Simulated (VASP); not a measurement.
Crystal: MnPtS3.

```
Mn Pt S
1.0
     4.71715    0.00000    0.00000
     0.00000    4.71715    0.00000
     0.00000    0.00000    4.71715
Mn Pt S
1 1 3
Direct
  0.00000 0.00000 0.00000
  0.50000 0.50000 0.50000
  0.00000 0.50000 0.50000
  0.50000 0.00000 0.50000
  0.50000 0.50000 0.00000
```

The cell was built by a generator and needn't be a form met in nature.

- Program: VASP 6.6.1
- Task: relaxation of cell and atoms
- Functional: PBEsol
- Potentials or basis: VASP PAW PBE potentials, release 64 (Mn_pv, Pt, S)
- Cutoff: 600 eV
- k mesh: 6 × 6 × 6
- Occupations: gaussian, width 0.05 eV
- Spin: collinear spin, ferromagnetic start
- Starting moments: [4.0, 0.0, 0.0, 0.0, 0.0] μB

At the start: pressure -3.7 GPa; volume 20.99 Å³/atom.

Task: How do energy, volume and symmetry change on relaxing?

Result: Over 3 steps the energy falls by 10.8 meV/atom and the volume is 20.10 Å³/atom (-4.2 %); space group Pm-3m (No. 221, to 0.05 Å); moment 4.34 μB per cell.

Step by step:
```
step  energy change (eV)  largest force (eV/Å)  pressure (GPa)  volume (Å³)
   1              0.0000                0.0000           -3.71       104.96
   2             -0.0304                0.0000            2.82        97.75
   3             -0.0541                0.0000           -0.01       100.51
```

Final structure:
```
CELL_PARAMETERS angstrom
4.64945 0.00000 0.00000
0.00000 4.64945 0.00000
0.00000 0.00000 4.64945
ATOMIC_POSITIONS crystal
Mn 0.00000 0.00000 0.00000
Pt 0.50000 0.50000 0.50000
S 0.00000 0.50000 0.50000
S 0.50000 0.00000 0.50000
S 0.50000 0.50000 0.00000
```

Caveat: the PAW data sets were made with another functional, which shifts forces and pressure a little; a cell with one magnetic atom can't hold antiferromagnetic order, which such compounds often take.
